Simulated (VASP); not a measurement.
Input for VASP

**INCAR**
```
SYSTEM = Mg
PREC = Accurate
ENCUT = 480
EDIFF = 1E-6
NELM = 100
ALGO = Normal
LREAL = .FALSE.
LASPH = .TRUE.
ISMEAR = 1
SIGMA = 0.1
METAGGA = R2SCAN
LMIXTAU = .TRUE.
LWAVE = .FALSE.
LCHARG = .FALSE.
IBRION = 2
ISIF = 3
NSW = 60
EDIFFG = -0.01
```

**POSCAR**
```
Mg
1.0
  3.2100000000   0.0000000000   0.0000000000
 -1.6050000000   2.7799420000   0.0000000000
  0.0000000000   0.0000000000   5.2100000000
Mg
2
direct
  0.6666670000   0.3333330000   0.7500000000
  0.3333330000   0.6666670000   0.2500000000
```

### KPOINTS
```
kpoints
0
gamma
12 12 7
0 0 0
```

POTCAR, in this order: Mg (PBE.64 set). Program: vasp_std.

Q: Translate this r2SCAN calculation to Ansatz.

A: One equivalent input (not run):
Ansatz 0.2 input:
```yaml
crystal:
  lattice:
    - [3.2100000, 0.0000000, 0.0000000]
    - [-1.6050000, 2.7799420, 0.0000000]
    - [0.0000000, 0.0000000, 5.2100000]
  atoms:
    - { symbol: Mg, position: [0.6666670, 0.3333330, 0.7500000] }
    - { symbol: Mg, position: [0.3333330, 0.6666670, 0.2500000] }
kpoints:
  mp_grid: { grid: [12, 12, 7] }
hamiltonian:
  xc: r2scan
  pseudopotentials: { kind: paw }
scf:
  occupations: { method: methfessel_paxton, width: 0.1 }
  max_iter: 100
relax:
  max_steps: 60
  f_tol: 0.01
  cell: {}
output: { forces: true, stress: true, eigenvalues: true }
```
What does not carry over: each code has its own PAW files, so the cut-off isn't converted (ENCUT is set for VASP's; basis.ecutwfc is left out, and Ansatz then takes the one that its files recommend); Ansatz stops its SCF on the density residual and VASP on the energy change (EDIFF).

The compound is Mg in the hcp structure. This run relaxes it. Symmetry was kept, so distortions that lower it aren't found.
